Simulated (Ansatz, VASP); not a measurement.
# Ni (Ni(111)): VASP beside Ansatz

Wanted: the spread between two codes on one cell, functional and k mesh. The cell is taken from a series of runs on this material, whose earlier steps may have relaxed, scaled, displaced or heated it; both programs get it as it stands.

Method: plane waves, with VASP 6.6.1 beside it; single point at PBE, in Ansatz 0.2.0.

## (1) The structure

The cell holds 7 atoms: 7 Ni. Its edges and angles: a = 2.489 Å, b = 2.489 Å, c = 26.194 Å, α = 90.0°, β = 90.0°, γ = 60.0°. Vacuum lies along c.

## (2) Ansatz: single point, PBE, pair 1

Ansatz runs on its default PAW (the set named soft_2) files.

A single point gives forces, pressure and levels at one fixed geometry, so differences don't come from the geometry; what else differs is listed under the comparison.

Input file input.yaml:

```yaml
crystal:
  lattice:
    - [2.4890158698, 0.0, 0.0]
    - [1.2445079349, 2.1555509736, 0.0]
    - [0.0, 0.0, 26.1936376853]
  atoms:
    - { symbol: Ni, position: [0.0, 0.0, 0.2672404682], spin: 0.7 }
    - { symbol: Ni, position: [0.3333333333, 0.3333333333, 0.3448269788], spin: 0.7 }
    - { symbol: Ni, position: [0.6666666667, 0.6666666667, 0.4224134894], spin: 0.7 }
    - { symbol: Ni, position: [0.0, 0.0, 0.5], spin: 0.7 }
    - { symbol: Ni, position: [0.3333333333, 0.3333333333, 0.5775865106], spin: 0.7 }
    - { symbol: Ni, position: [0.6666666667, 0.6666666667, 0.6551730212], spin: 0.7 }
    - { symbol: Ni, position: [0.0, 0.0, 0.7327595318], spin: 0.7 }
magnetization:
  spin_polarized: true
kpoints:
  mp_grid: { grid: [19, 19, 1] }
hamiltonian:
  xc: pbe
scf:
  occupations: { method: fermi_dirac, width: 0.1 }
  convergence: { dr2_threshold: 1.0e-09 }
efield:
  axis: 3
  dipole_correction: true
  ramp_position: 0.97
  ramp_width: 0.06
output:
  write_potential: true
  write_density: true
  volumetric_format: npy
```

The run is started by

```
> ansatz run input.yaml --threads 4 --pin off --max-ram 6144MiB --backend cpu --events-out ev --progress --plain --runs-dir out
```

Numbers of over 12 decimals in the logs are rounded to 6 here.

Log:

```text
Engine: ansatz 0.2.0, aarch64-unknown-linux-gnu
Pseudopotentials: kind: paw
Pseudopotential: Ni, paw, valence charge 18, recommended cutoff 420 eV (normal), Ni.paw.azcp
Functional definition: PBE
  parameter kappa = 0.804
  parameter beta = 0.066725
  exchange = pbe_x(kappa = kappa, mu = beta*pi^2/3)
  correlation = pbe_c(beta = beta)
Crystal: 7 atoms, lattice volume = 140.534 Å³
Basis set: ecut = 420 eV, 2637 PW (Γ)
Bands: 79, of which v1, the nominal top of the filled ones, is band 63 counted from 1 (62 counted from 0)
Symmetry: 6 space group operations
k-points: 40 of 361 (time reversal used)
Non-local potential: Ni, projectors of the file, l = 0: 3, l = 1: 2, l = 2: 3, l = 3: 1
PAW form: soft (Blöchl's): semilocal exchange-correlation on the pseudo side does not see the compensation charge
PAW one-centre angular grid: Ni, 590 points (default); XC on 64 Gauss nodes
Initial density: superposition of atomic densities (neutral atoms: chi_scale 0, normalization atom)
Starting moments: Σ|m| = 4.9 μB on 7 of 7 sites
Initial wavefunctions: pseudopotential atomic-orbital guess
Functional: x = pbe(κ = 0.804, μ = 0.219515), c = pbe(β = 0.066725)
SCF iter   1: F=—  HF=-40870.948568 eV  |F-HF|=—  |Δ(HF+E_count)|=         —  Δρ=5.15e-2 (↑1.74e-2 ↓5.15e-2)  dr2=5.15e0  dr2_m=1.16e0  M=5.766 μB ∫|m|=6.104 μB  β_m=1.00  ethr=3.10e-3  p=0.000 e·Å  D=3.11e-13 V/Å  ΔV_dip=-0.00 eV  dr2_dipole=6.83e-7  V_vac-E_F(+/−)=7.29/7.29 eV  ⟨swp⟩=7.7  Hψ=26930  notcnv=0  defer=182
Mixer restart at iter 1: flushing history
efield: sawtooth ramp at fractional position 0.9700 (set: `efield.ramp_position`, or a place that a band, a saddle search or an elastic batch's reference lends), width 0.0600; the density the first Hamiltonian is built on has a dipole p = 0.000 e·Å; the dipole correction subtracts the counter field D = 3.11e-13 V/Å, which shifts the + side's vacuum level by -0.00 eV against the − side's; the planar-averaged density in the ramp window peaks in size at 2.0e-5 e/Å³
preconditioner: auto → LDOS  [metal: Δε(μ)=0.006 eV  Ē_g=7.792 eV  σ=0.100 eV  W_gap=0.01  n_scr=22 (ndim 8)  ℏωp=26.2 eV  f_vac=0.420  D(μ)=12.09/eV (n_scr^D=170)]
spin=Collinear: LDOS preconditioning applied to the charge; magnetization (m = ρ↑ − ρ↓) channel mixes plain (no charge-response kernel on spin).
SCF iter   2: F=—  HF=-40871.179152 eV  |F-HF|=—  |Δ(HF+E_count)|=   2.31e-1  Δρ=1.45e-2 (↑1.31e-2 ↓1.45e-2)  dr2=6.74e-1  dr2_m=1.43e-2  M=5.425 μB ∫|m|=6.027 μB  β_m=0.30  ethr=3.10e-3  p=-0.000 e·Å  D=-1.30e-5 V/Å  ΔV_dip=0.00 eV  dr2_dipole=4.90e-7  V_vac-E_F(+/−)=6.41/6.41 eV  ⟨swp⟩=2.2  Hψ=10441  notcnv=0  defer=300
density mixer auto → msr1: a metal under ldos (density of states about μ 3.63 of a free-electron gas's, 22 screened modes)
SCF iter   3: F=—  HF=-40873.460137 eV  |F-HF|=—  |Δ(HF+E_count)|=    2.28e0  Δρ=9.90e-3 (↑6.18e-3 ↓9.90e-3)  dr2=2.00e-1  dr2_m=1.73e-2  M=5.297 μB ∫|m|=5.903 μB  β_m=0.51  ethr=5.35e-4  p=-0.000 e·Å  D=-6.69e-6 V/Å  ΔV_dip=0.00 eV  dr2_dipole=9.71e-8  V_vac-E_F(+/−)=6.03/6.03 eV  ⟨swp⟩=2.6  Hψ=10037  notcnv=0  defer=303
SCF iter   4: F=—  HF=-40876.244995 eV  |F-HF|=—  |Δ(HF+E_count)|=    2.78e0  Δρ=1.30e-2 (↑4.72e-3 ↓1.30e-2)  dr2=2.43e-1  dr2_m=3.60e-2  M=4.902 μB ∫|m|=5.547 μB  β_m=0.72  ethr=1.59e-4  p=-0.000 e·Å  D=-4.30e-6 V/Å  ΔV_dip=0.00 eV  dr2_dipole=1.65e-8  V_vac-E_F(+/−)=5.45/5.45 eV  ⟨swp⟩=2.8  Hψ=12697  notcnv=0  defer=295
SCF iter   5: F=—  HF=-40876.897675 eV  |F-HF|=—  |Δ(HF+E_count)|=   6.53e-1  Δρ=7.12e-3 (↑3.82e-3 ↓7.12e-3)  dr2=1.08e-1  dr2_m=7.11e-3  M=4.651 μB ∫|m|=5.297 μB  β_m=0.84  ethr=1.59e-4  p=-0.000 e·Å  D=-3.28e-7 V/Å  ΔV_dip=0.00 eV  dr2_dipole=1.18e-8  V_vac-E_F(+/−)=5.22/5.22 eV  ⟨swp⟩=2.3  Hψ=10934  notcnv=0  defer=316
SCF iter   6: F=—  HF=-40876.967744 eV  |F-HF|=—  |Δ(HF+E_count)|=   7.01e-2  Δρ=5.88e-3 (↑5.02e-3 ↓5.88e-3)  dr2=1.01e-1  dr2_m=1.40e-3  M=4.596 μB ∫|m|=5.250 μB  β_m=0.68  ethr=8.53e-5  p=-0.000 e·Å  D=-4.69e-6 V/Å  ΔV_dip=0.00 eV  dr2_dipole=1.44e-7  V_vac-E_F(+/−)=5.14/5.14 eV  ⟨swp⟩=2.4  Hψ=12739  notcnv=0  defer=341
SCF iter   7: F=—  HF=-40876.938880 eV  |F-HF|=—  |Δ(HF+E_count)|=   2.89e-2  Δρ=2.25e-3 (↑7.90e-4 ↓2.25e-3)  dr2=8.54e-3  dr2_m=9.71e-4  M=4.570 μB ∫|m|=5.228 μB  β_m=0.59  ethr=8.01e-5  p=0.000 e·Å  D=2.54e-6 V/Å  ΔV_dip=-0.00 eV  dr2_dipole=1.95e-8  V_vac-E_F(+/−)=5.14/5.14 eV  ⟨swp⟩=2.2  Hψ=10930  notcnv=0  defer=341
SCF iter   8: F=—  HF=-40876.940198 eV  |F-HF|=—  |Δ(HF+E_count)|=   1.32e-3  Δρ=3.46e-4 (↑3.46e-4 ↓3.35e-4)  dr2=9.53e-5  dr2_m=1.18e-4  M=4.553 μB ∫|m|=5.215 μB  β_m=0.78  ethr=6.78e-6  p=0.000 e·Å  D=3.52e-7 V/Å  ΔV_dip=-0.00 eV  dr2_dipole=1.48e-10  V_vac-E_F(+/−)=5.09/5.09 eV  ⟨swp⟩=2.9  Hψ=11141  notcnv=0  defer=341
[...]
SCF iter  14: F=—  HF=-40876.940263 eV  |F-HF|=—  |Δ(HF+E_count)|=   6.76e-8  Δρ=5.91e-6 (↑4.01e-6 ↓5.91e-6)  dr2=8.17e-8  dr2_m=4.69e-9  M=4.552 μB ∫|m|=5.219 μB  β_m=0.80  ethr=1.15e-11  p=-0.000 e·Å  D=-1.24e-6 V/Å  ΔV_dip=0.00 eV  dr2_dipole=6.41e-9  V_vac-E_F(+/−)=5.07/5.07 eV  ⟨swp⟩=3.0  Hψ=14222  notcnv=0  defer=341
SCF iter  15: F=—  HF=-40876.940263 eV  |F-HF|=—  |Δ(HF+E_count)|=  2.76e-10  Δρ=5.07e-6 (↑3.64e-6 ↓5.07e-6)  dr2=6.16e-8  dr2_m=2.33e-9  M=4.552 μB ∫|m|=5.219 μB  β_m=0.64  ethr=1.15e-11  p=0.000 e·Å  D=9.96e-7 V/Å  ΔV_dip=-0.00 eV  dr2_dipole=5.00e-9  V_vac-E_F(+/−)=5.07/5.07 eV  ⟨swp⟩=3.0  Hψ=12290  notcnv=0  defer=341
SCF iter  16: F=—  HF=-40876.940263 eV  |F-HF|=—  |Δ(HF+E_count)|=   1.24e-8  Δρ=2.71e-6 (↑1.16e-6 ↓2.71e-6)  dr2=1.11e-8  dr2_m=1.30e-9  M=4.552 μB ∫|m|=5.219 μB  β_m=0.70  ethr=1.15e-11  p=0.000 e·Å  D=2.61e-7 V/Å  ΔV_dip=-0.00 eV  dr2_dipole=4.91e-10  V_vac-E_F(+/−)=5.07/5.07 eV  ⟨swp⟩=2.3  Hψ=12004  notcnv=0  defer=341
SCF iter  17: F=—  HF=-40876.940263 eV  |F-HF|=—  |Δ(HF+E_count)|=  1.67e-10  Δρ=1.12e-6 (↑2.65e-7 ↓1.12e-6)  dr2=1.31e-9  dr2_m=3.32e-10  M=4.552 μB ∫|m|=5.219 μB  β_m=0.85  ethr=8.82e-12  p=0.000 e·Å  D=8.74e-9 V/Å  ΔV_dip=-0.00 eV  dr2_dipole=7.32e-13  V_vac-E_F(+/−)=5.07/5.07 eV  ⟨swp⟩=2.0  Hψ=8662  notcnv=0  defer=341
SCF iter  18: F=—  HF=-40876.940263 eV  |F-HF|=—  |Δ(HF+E_count)|=  9.46e-11  Δρ=2.98e-7 (↑1.60e-7 ↓2.98e-7)  dr2=1.75e-10  dr2_m=1.89e-11  M=4.552 μB ∫|m|=5.219 μB  β_m=0.80  ethr=1.04e-12  p=-0.000 e·Å  D=-2.41e-8 V/Å  ΔV_dip=0.00 eV  dr2_dipole=1.39e-13  V_vac-E_F(+/−)=5.07/5.07 eV  ⟨swp⟩=3.1  Hψ=13872  notcnv=0  defer=341
SCF iter  19: F=-40876.940263 eV  HF=-40876.940263 eV  |F-HF|=1.16e-10  |Δ(HF+E_count)|=  2.91e-11  Δρ=2.23e-7 (↑1.04e-7 ↓2.23e-7)  dr2=1.51e-10  dr2_m=6.12e-12  M=4.552 μB ∫|m|=5.219 μB  ethr=1.00e-12  p=0.000 e·Å  D=1.66e-8 V/Å  ΔV_dip=-0.00 eV  dr2_dipole=5.63e-13  V_vac-E_F(+/−)=5.07/5.07 eV  ⟨swp⟩=10.6  Hψ=23847  notcnv=0
SCF 1 converged in 19 iterations: F = -40876.940263 eV  dr2 = 1.51e-10
  greatest PAW one-centre occupation: 1.001 electrons in one spin orbital (limit 2), on the Ni atom at site 6 (counted from 0), in its partial waves of l = 1
WARN: The output density's exchange-correlation potential varies sharply where the density is thin. Do not read a vacuum level from v_tot or v_xc, or from such a field of the output density. On a cell that repeats whose density bears no net charge and no dipole along the vacuum's axis use v_es (v_loc + v_h of the components); under efield.dipole_correction with no amplitude use v_es + v_field, which holds any externa [...]
SCF converged after 19 iterations
Magnetization: 4.5524 μB (65.2762 up, 60.7238 down)
Absolute magnetization: 5.2250 μB (∫|ρ↑−ρ↓|, with the PAW one-centre terms)
Spin contamination: 0.0627 ħ² per cell (⟨S²⟩ above its minimum at these occupations)
Per-site moments (μB) at R_I (Å): [(0.710581, 1.026719), (0.708835, 1.026719), (0.667854, 1.026719), (0.658789, 1.026719), (0.667853, 1.026719), (0.708835, 1.026719), (0.710582, 1.026719)]
Free energy (F): -40876.940263 eV
Harris-Foulkes:  -40876.940263 eV  (|F-HF|=1.16e-10)
Internal energy: -40876.543253 eV  (E = F + TS)
E sigma→0 (E₀):  -40876.741758 eV
Entropy (-TS):   -0.397009 eV (-56.716 meV/atom)
Fermi energy:    7.584191 eV
Dipole field:    D = -0.000001 V/Å  (p = -0.000001 e·Å, saw-weighted, corrected)
Work function:   Φ+ = 5.0659 eV   Φ− = 5.0659 eV
Levels:          The Fermi level and band energies are counted from a zero that moves with the ramp; work functions are not
--- Per-component energies (eV) ---
  E_band       = -3313.142334
  E_kinetic    = 1971.975388
  E_local      = -272701.627995  (includes V_loc(G=0)·N_el)
  E_nonlocal   = 4454.391585
  E_hartree    = 133703.414555
  E_xc         = -590.489967
  E_vxc        = -761.146528  (∫ρ·V_xc dr)
  E_paw        = -11411.956133  (= ΣΔE_a)
  E_vpaw       = -3683.571917  (= ΣTr[D̂ρ^β])
  E_aug_tail   = 0.003922  (compensation charges beyond the density's cutoff)
  E_efield     = 0.000000  (sawtooth field / dipole correction)
  E_vefield    = 0.000000  (∫n·V_field dr)
  E_ewald      = 103697.745391
  E_smearing   = -0.397009  (= −TS)
  E_closure    = -0.000000  (closes the sum)
  Σ components = -40876.940263   (vs F -40876.940263, Δ=0.00e0)
--- Band table (eV; the first three rows and the last of 80) ---
  k-point 0 ↑: bands = [... 59 lower, 6.3429, 6.3429, 6.5151, 6.5151, 6.7401, 6.7401, 6.8933, 6.8933, ... 12 higher]
  k-point 1 ↑: bands = [... 59 lower, 6.3676, 6.3792, 6.5206, 6.5602, 6.6184, 6.6772, 6.7415, 6.8944, ... 12 higher]
  k-point 2 ↑: bands = [... 59 lower, 6.2660, 6.3295, 6.3930, 6.4904, 6.5334, 6.7447, 6.8501, 6.8974, ... 12 higher]
  k-point 39 ↓: bands = [... 59 lower, 7.6471, 7.6825, 7.6880, 7.7532, 11.6969, 11.9644, 12.3929, 12.8516, ... 12 higher]
```

(Continued in part 2 of 3.)

[Lines on the potential files, build, host, timing and source positions are cut from VASP's logs without a mark.]

[Logs are printed without paths, hosts, clocks, repeated set-up lines and the standing remarks that a program may print on its own settings, such as how far it seeks lower states.]

[Hosts, paths, dates, database ids (printed as entryN), source tags and the programs' standing remarks are cut or masked in the printed files.]
